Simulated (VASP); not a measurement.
# TaTl (Pm-3m) in VASP: further runs, part 2 of 2

VASP 6.6.1. Earlier steps stand in the parts before.

## 3. Band structure, PBE

INCAR reads:

```
PREC = Accurate
ENCUT = 600
EDIFF = 1E-6
ISMEAR = -1
SIGMA = 0.05
LREAL = False
LASPH = True
NELM = 80
ALGO = Normal
ISIF = 2
LWAVE = False
LCHARG = False
LMAXMIX = 4
GGA = PE
```

KPOINTS reads:

```
Automatic mesh
0
Gamma
  7 7 7
```

POSCAR reads:

```
TaTl
1.0
    3.6221205400      0.0000000000      0.0000000000
    0.0000000000      3.6221205400      0.0000000000
    0.0000000000      0.0000000000      3.6221205400
Ta Tl
1 1
Direct
    0.0000000000      0.0000000000      0.0000000000
    0.5000000000      0.5000000000      0.5000000000
```

KPOINTS_OPT reads:

```
path GXMGRX,MR
10
line-mode
reciprocal
 0.0000000000  0.0000000000  0.0000000000  G
 0.0000000000  0.5000000000  0.0000000000  X

 0.0000000000  0.5000000000  0.0000000000  X
 0.5000000000  0.5000000000  0.0000000000  M

 0.5000000000  0.5000000000  0.0000000000  M
 0.0000000000  0.0000000000  0.0000000000  G

 0.0000000000  0.0000000000  0.0000000000  G
 0.5000000000  0.5000000000  0.5000000000  R

 0.5000000000  0.5000000000  0.5000000000  R
 0.0000000000  0.5000000000  0.0000000000  X

 0.5000000000  0.5000000000  0.0000000000  M
 0.5000000000  0.5000000000  0.5000000000  R
```

Potentials or basis: VASP PAW PBE potentials, release 54 (Ta, Tl).

The run is started by

```bash
cat potpaw_PBE.54/Ta/POTCAR potpaw_PBE.54/Tl/POTCAR > POTCAR
mpirun -np 1 vasp_std > vasp.out
```

OUTCAR:

```text
PREC = Accurate
   ENCUT = 600
   EDIFF = 1E-6
   ISMEAR = -1
   LREAL = False
   LASPH = True
   NELM = 80
   ISIF = 2
   GGA = PE

 ion  position               nearest neighbor table
   1  0.000  0.000  0.000-   2 3.14   2 3.14   2 3.14   2 3.14   2 3.14   2 3.14   2 3.14   2 3.14

   2  0.500  0.500  0.500-   1 3.14   1 3.14   1 3.14   1 3.14   1 3.14   1 3.14   1 3.14   1 3.14

  LATTYP: Found a simple cubic cell.
 ALAT       =     3.6221205400

  Lattice vectors:

 A1 = (   3.6221205400,   0.0000000000,   0.0000000000)
 A2 = (   0.0000000000,   3.6221205400,   0.0000000000)
 A3 = (   0.0000000000,   0.0000000000,   3.6221205400)

Analysis of symmetry for initial positions (statically):
=====================================================================
 Subroutine PRICEL returns:
 Original cell was already a primitive cell.

 Routine SETGRP: Setting up the symmetry group for a
 simple cubic supercell.

 Subroutine GETGRP returns: Found 48 space group operations
 (whereof 48 operations were pure point group operations)
 out of a pool of 48 trial point group operations.

The static configuration has the point symmetry O_h .

Analysis of symmetry for dynamics (positions and initial velocities):
=====================================================================
 Subroutine PRICEL returns:
 Original cell was already a primitive cell.

 Routine SETGRP: Setting up the symmetry group for a
 simple cubic supercell.

 Subroutine GETGRP returns: Found 48 space group operations
 (whereof 48 operations were pure point group operations)
 out of a pool of 48 trial point group operations.

The dynamic configuration has the point symmetry O_h .

 Subroutine INISYM returns: Found 48 space group operations
 (whereof 48 operations are pure point group operations),
 and found     1 'primitive' translations

[... 111 lines left out ...]
  Fermi-wavevector in a.u.,A,eV,Ry     =   0.903945  1.708208 11.117542  0.817116
  Thomas-Fermi vector in A             =   2.027332
   LORBIT       =      0    0 simple, 1 ext, 2 COOP (PROOUT), +10 PAW based schemes
   GGA     = PE    functional components
   LHFCALC =     F    Hartree Fock is set to
   AEXX    =    0.0000 exact exchange contribution
   IVDW    =     0    specifies the selected vdW correction
   LEPSILON=     F    determine dielectric tensor
   LRPA    =     F    only Hartree local field effects (RPA)
 non-spin polarized calculation
  energy-cutoff  :      600.00
  volume of cell :       47.52
 maximum number of plane-waves:      1596
 NGX is ok and might be reduce to    30
   NGX = 15   NGY = 15   NGZ = 15

 number of electron       8.0000000 magnetization

 Free energy of the ion-electron system (eV)
  ---------------------------------------------------
  ext. energy  EPLUGINS =         0.00000000
  ---------------------------------------------------
  free energy    TOTEN  =       -11.86946127 eV

  energy without entropy =      -11.84929365  energy(sigma->0) =      -11.85937746

 E-fermi :   5.1555     XC(G=0): -10.9587

 val. band max:        5.1143248395   @ k =   0.2857   0.1429   0.1429
 cond. band min:       5.2103765185   @ k =   0.1429   0.1429   0.0000
 fundamental gap:      0.0960516791
 Fermi energy:         5.1555060318

 k-point     1 :       0.0000    0.0000    0.0000
  band No.  band energies     occupation
      1      -4.4952      2.00000
      2       4.0159      2.00000
      3       4.0160      2.00000
      4       6.8971      0.00000
      5       6.8971      0.00000
      6       6.8971      0.00000
      7       8.5712      0.00000
      8       8.5712      0.00000
[... 199 lines left out ...]
 k-point    20 :       0.4286    0.4286    0.4286
  band No.  band energies     occupation
      1       0.6134      2.00000
      2       2.3767      2.00000
      3       2.3767      2.00000
      4       3.6797      2.00000
      5       7.2000      0.00000
      6       7.2000      0.00000
      7       7.2363      0.00000
      8       9.4389      0.00000

------------------------ aborting loop because EDIFF is reached ----------------------------------------

  FORCE on cell =-STRESS in cart. coord.  units (eV):
  Direction    XX          YY          ZZ          XY          YZ          ZX
  --------------------------------------------------------------------------------------
  -------------------------------------------------------------------------------------
  Total       -3.9524674     -3.9524674     -3.9524674     -0.0000000     -0.0000000     -0.0000000
  in kB     -133.2570454   -133.2570454   -133.2570454     -0.0000000     -0.0000000     -0.0000000
  external PRESSURE =    -133.2570454 kB  Pullay stress =       0.0000000 kB

 VOLUME and BASIS-vectors are now :
 -----------------------------------------------------------------------------
  energy-cutoff  :      600.00
  volume of cell :       47.52
      direct lattice vectors                 reciprocal lattice vectors
     3.622120540  0.000000000  0.000000000     0.276081370  0.000000000  0.000000000
     0.000000000  3.622120540  0.000000000     0.000000000  0.276081370  0.000000000
     0.000000000  0.000000000  3.622120540     0.000000000  0.000000000  0.276081370

 POSITION                                       TOTAL-FORCE (eV/Angst)
 -----------------------------------------------------------------------------------
      0.00000      0.00000      0.00000         0.000000      0.000000      0.000000
      1.81106      1.81106      1.81106         0.000000      0.000000      0.000000
 -----------------------------------------------------------------------------------
    total drift:                                0.000000     -0.000000     -0.000000

  FREE ENERGIE OF THE ION-ELECTRON SYSTEM (eV)
  ---------------------------------------------------
  free  energy   TOTEN  =       -11.8694612678 eV

  energy  without entropy=      -11.8492936460  energy(sigma->0) =      -11.85937746
```

Wall time 25 s (1 thread of Intel Xeon Platinum 8375C at 2.90GHz (Ice Lake), shared host); peak memory 0.18 GiB.

Results:

```
Free energy             : -11.8695 eV
Pressure                : -13.3 GPa
Band gap along the path : none (metal or under the smearing width)
```

Levels at the corners of the path, in eV from the Fermi level:
```
point  band 1  band 2  band 3  band 4  band 5  band 6  band 7  band 8
    Γ   -9.65   -1.14   -1.14    1.74    1.74    1.74    3.42    3.42
    X   -6.96   -5.27   -1.14   -0.35   -0.35    1.58    2.54    7.43
    X   -6.96   -5.27   -1.14   -0.35   -0.35    1.58    2.54    7.43
    M   -6.17   -1.78   -1.78   -1.42    0.96    0.96    2.62    3.26
    M   -6.17   -1.78   -1.78   -1.42    0.96    0.96    2.62    3.27
    Γ   -9.65   -1.14   -1.14    1.74    1.74    1.74    3.42    3.42
    Γ   -9.65   -1.14   -1.14    1.74    1.74    1.74    3.42    3.42
    R   -3.35   -2.94   -2.94   -2.94    2.71    2.71    3.76    3.76
    R   -3.35   -2.94   -2.94   -2.94    2.71    2.71    3.76    3.76
    X   -6.96   -5.27   -1.14   -0.35   -0.35    1.58    2.54    7.43
    M   -6.17   -1.78   -1.78   -1.42    0.96    0.96    2.62    3.26
    R   -3.35   -2.94   -2.94   -2.94    2.71    2.71    3.76    3.76
```

Caveat: spin-orbit coupling is left out, which moves the levels of the heavy elements.

## 4. Band structure, PBE

POSCAR is that of step 3.

INCAR.step1 reads:

```
SYSTEM = TaTl
PREC = Accurate
ENCUT = 600
EDIFF = 1E-6
ISMEAR = 1
SIGMA = 0.2
LREAL = .False.
LASPH = .True.
NELM = 80
ALGO = Normal
ISIF = 2
LWAVE = .False.
LCHARG = .True.
LMAXMIX = 4
GGA = PE
NELMDL = -12
```

KPOINTS.step1 reads:

```
regular mesh
0
Gamma
  7 7 7
  0 0 0
```

INCAR.step2 reads:

```
SYSTEM = TaTl
PREC = Accurate
ENCUT = 600
EDIFF = 1E-6
ISMEAR = 0
SIGMA = 0.05
LREAL = .False.
LASPH = .True.
NELM = 80
ALGO = Normal
ISIF = 2
LWAVE = .False.
LCHARG = .False.
LMAXMIX = 4
GGA = PE
NELMDL = -12
ICHARG = 11
```

KPOINTS.step2 reads:

```
path GXMGRX,MR
10
line-mode
reciprocal
 0.0000000000  0.0000000000  0.0000000000  G
 0.0000000000  0.5000000000  0.0000000000  X

 0.0000000000  0.5000000000  0.0000000000  X
 0.5000000000  0.5000000000  0.0000000000  M

 0.5000000000  0.5000000000  0.0000000000  M
 0.0000000000  0.0000000000  0.0000000000  G

 0.0000000000  0.0000000000  0.0000000000  G
 0.5000000000  0.5000000000  0.5000000000  R

 0.5000000000  0.5000000000  0.5000000000  R
 0.0000000000  0.5000000000  0.0000000000  X

 0.5000000000  0.5000000000  0.0000000000  M
 0.5000000000  0.5000000000  0.5000000000  R
```

Potentials or basis: VASP PAW PBE potentials, release 64 (Ta_pv, Tl_d).

The run is started by

```bash
cat potpaw_PBE.64/Ta_pv/POTCAR potpaw_PBE.64/Tl_d/POTCAR > POTCAR
cp INCAR.step1 INCAR
cp KPOINTS.step1 KPOINTS
mpirun -np 1 vasp_std > vasp.out
cp INCAR.step2 INCAR
cp KPOINTS.step2 KPOINTS
mpirun -np 1 vasp_std > vasp.out
```

OUTCAR:

```text
SYSTEM = TaTl
   PREC = Accurate
   ENCUT = 600
   EDIFF = 1E-6
   ISMEAR = 0
   LREAL = .False.
   LASPH = .True.
   NELM = 80
   ISIF = 2
   GGA = PE
   NELMDL = -12
   ICHARG = 11

 ion  position               nearest neighbor table
   1  0.000  0.000  0.000-   2 3.14   2 3.14   2 3.14   2 3.14   2 3.14   2 3.14   2 3.14   2 3.14

   2  0.500  0.500  0.500-   1 3.14   1 3.14   1 3.14   1 3.14   1 3.14   1 3.14   1 3.14   1 3.14

  LATTYP: Found a simple cubic cell.
 ALAT       =     3.6221205400

  Lattice vectors:

 A1 = (   3.6221205400,   0.0000000000,   0.0000000000)
 A2 = (   0.0000000000,   3.6221205400,   0.0000000000)
 A3 = (   0.0000000000,   0.0000000000,   3.6221205400)

Analysis of symmetry for initial positions (statically):
=====================================================================
 Subroutine PRICEL returns:
 Original cell was already a primitive cell.

 Routine SETGRP: Setting up the symmetry group for a
 simple cubic supercell.

 Subroutine GETGRP returns: Found 48 space group operations
 (whereof 48 operations were pure point group operations)
 out of a pool of 48 trial point group operations.

[... 152 lines left out ...]

 E-fermi :   6.4485     XC(G=0): -11.2369

 val. band max:        6.4360455841   @ k =   0.5000   0.5000   0.2778
 cond. band min:       6.4843223705   @ k =   0.0000   0.2778   0.0000
 fundamental gap:      0.0482767864
 Fermi energy:         6.4485073903

 k-point     1 :       0.0000    0.0000    0.0000
  band No.  band energies     occupation
      1     -28.8270      2.00000
      2     -28.8270      2.00000
      3     -28.8270      2.00000
      4      -5.3039      2.00000
      5      -5.3039      2.00000
      6      -4.9580      2.00000
[... 433 lines left out ...]
      3     -28.8188      2.00000
      4      -5.2252      2.00000
      5      -5.1601      2.00000
      6      -5.0676      2.00000
[... 8 lines left out ...]
     15       8.9740      0.00000
     16       9.2318      0.00000

 [... further k-points ...]

------------------------ aborting loop because EDIFF is reached ----------------------------------------

  FORCE on cell =-STRESS in cart. coord.  units (eV):
  Direction    XX          YY          ZZ          XY          YZ          ZX
  --------------------------------------------------------------------------------------
  -------------------------------------------------------------------------------------
  Total       -3.9386952     -3.9386952     -3.9386952     -0.0000000     -0.0000000      0.0000000
  in kB     -132.7927185   -132.7927185   -132.7927185     -0.0000000     -0.0000000      0.0000000
  external PRESSURE =    -132.7927185 kB  Pullay stress =       0.0000000 kB

 VOLUME and BASIS-vectors are now :
 -----------------------------------------------------------------------------
  energy-cutoff  :      600.00
  volume of cell :       47.52
      direct lattice vectors                 reciprocal lattice vectors
     3.622120540  0.000000000  0.000000000     0.276081370  0.000000000  0.000000000
     0.000000000  3.622120540  0.000000000     0.000000000  0.276081370  0.000000000
     0.000000000  0.000000000  3.622120540     0.000000000  0.000000000  0.276081370

 POSITION                                       TOTAL-FORCE (eV/Angst)
 -----------------------------------------------------------------------------------
      0.00000      0.00000      0.00000         0.000000      0.000000      0.000000
      1.81106      1.81106      1.81106         0.000000      0.000000      0.000000
 -----------------------------------------------------------------------------------
    total drift:                                0.000000      0.000000      0.000000

  FREE ENERGIE OF THE ION-ELECTRON SYSTEM (eV)
  ---------------------------------------------------
  free  energy   TOTEN  =       -12.2785568529 eV

  energy  without entropy=      -12.2770814353  energy(sigma->0) =      -12.27781914
```

OUTCAR.step1:

```text
SYSTEM = TaTl
   PREC = Accurate
   ENCUT = 600
   EDIFF = 1E-6
   ISMEAR = 1
   LREAL = .False.
   LASPH = .True.
[... 598 lines left out ...]
      0.00000      0.00000      0.00000         0.000000      0.000000      0.000000
      1.81106      1.81106      1.81106         0.000000      0.000000      0.000000
 -----------------------------------------------------------------------------------
    total drift:                                0.000000      0.000000      0.000000

  FREE ENERGIE OF THE ION-ELECTRON SYSTEM (eV)
  ---------------------------------------------------
  free  energy   TOTEN  =       -11.9409510058 eV

  energy  without entropy=      -11.9410519441  energy(sigma->0) =      -11.94098465
```

OSZICAR.step1:

```text
N       E                     dE             d eps       ncg     rms          rms(c)
DAV:   1     0.153490169814E+03    0.15349E+03   -0.14527E+04   640   0.163E+03
DAV:   2    -0.101549330630E+02   -0.16365E+03   -0.16203E+03   832   0.372E+02
DAV:   3    -0.128139024153E+02   -0.26590E+01   -0.26304E+01   752   0.437E+01
DAV:   4    -0.128285766189E+02   -0.14674E-01   -0.14675E-01   840   0.358E+00
DAV:   5    -0.128287489345E+02   -0.17232E-03   -0.17232E-03   720   0.348E-01
DAV:   6    -0.128287533576E+02   -0.44231E-05   -0.44235E-05   832   0.503E-02
DAV:   7    -0.128287535036E+02   -0.14601E-06   -0.14643E-06   792   0.841E-03
DAV:   8    -0.128287535083E+02   -0.46925E-08   -0.43359E-08   584   0.151E-03
DAV:   9    -0.128287535088E+02   -0.58344E-09   -0.71351E-09   440   0.678E-04
DAV:  10    -0.128287535094E+02   -0.51523E-09   -0.23022E-09   360   0.379E-04
DAV:  11    -0.128287535093E+02    0.51841E-10   -0.76800E-10   368   0.217E-04
DAV:  12    -0.128287535089E+02    0.36925E-09   -0.25902E-10   368   0.124E-04    0.922E+00
DAV:  13    -0.120186632609E+02    0.81009E+00   -0.30706E+00   712   0.938E+00    0.355E+00
DAV:  14    -0.119484490422E+02    0.70214E-01   -0.19477E-01   736   0.375E+00    0.196E+00
DAV:  15    -0.119416329678E+02    0.68161E-02   -0.23570E-02   800   0.125E+00    0.711E-01
DAV:  16    -0.119409408665E+02    0.69210E-03   -0.31950E-03   640   0.506E-01    0.503E-02
DAV:  17    -0.119409467271E+02   -0.58606E-05   -0.77246E-05   784   0.853E-02    0.267E-02
DAV:  18    -0.119409510883E+02   -0.43612E-05   -0.61226E-06   656   0.260E-02    0.308E-03
DAV:  19    -0.119409510058E+02    0.82453E-07   -0.60098E-07   344   0.496E-03
   1 F= -.11940951E+02 E0= -.11940985E+02  d E =0.100938E-03
```

It took 58 s on 1 thread of Intel Xeon Platinum 8375C at 2.90GHz (Ice Lake), shared host; peak memory 0.2 GiB.

What came out:

- Band gap along the path: none (metal or under the smearing width)

Levels at the corners of the path, in eV from the Fermi level:
| point | band 10 | band 11 | band 12 | band 13 | band 14 | band 15 |
| --- | --- | --- | --- | --- | --- | --- |
| Γ | -1.09 | -1.09 | 1.78 | 1.78 | 1.78 | 3.36 |
| X | -5.27 | -1.11 | -0.34 | -0.34 | 1.63 | 2.58 |
| X | -5.27 | -1.11 | -0.34 | -0.34 | 1.63 | 2.58 |
| M | -1.80 | -1.80 | -1.36 | 0.98 | 0.98 | 2.67 |
| M | -1.80 | -1.80 | -1.36 | 0.98 | 0.98 | 2.67 |
| Γ | -1.09 | -1.09 | 1.78 | 1.78 | 1.78 | 3.36 |
| Γ | -1.09 | -1.09 | 1.78 | 1.78 | 1.78 | 3.36 |
| R | -2.94 | -2.94 | -2.94 | 2.76 | 2.76 | 3.76 |
| R | -2.94 | -2.94 | -2.94 | 2.76 | 2.76 | 3.76 |
| X | -5.27 | -1.11 | -0.34 | -0.34 | 1.63 | 2.58 |
| M | -1.80 | -1.80 | -1.36 | 0.98 | 0.98 | 2.67 |
| R | -2.94 | -2.94 | -2.94 | 2.76 | 2.76 | 3.76 |

Caveat: the log is that of the step along the path at fixed density, whose energy, stress, charges and moments have no meaning; spin-orbit coupling is left out, which moves the levels of the heavy elements.

## 5. The runs side by side

```csv
potentials or basis,smearing,other keys,pressure (GPa)
"VASP PAW PBE potentials, release 54 (Ta_pv, Tl_d)",fermi-dirac 0.05 eV,-,-13.5
"VASP PAW PBE potentials, release 54 (Ta, Tl)",fermi-dirac 0.05 eV,-,-13.3
"VASP PAW PBE potentials, release 64 (Ta_pv, Tl_d)",methfessel-paxton 0.2 eV,ISMEAR = 1; SIGMA = 0.2; NELMDL = -12,-
```

Alike in all rows: task band structure; level PBE; no spin polarisation; cell as given; k mesh 7 × 7 × 7; cutoff (eV) 600.

Caveats: spin-orbit coupling is left out, which moves the levels of the heavy elements.

Absolute energies hang on the potentials; compare differences alone.
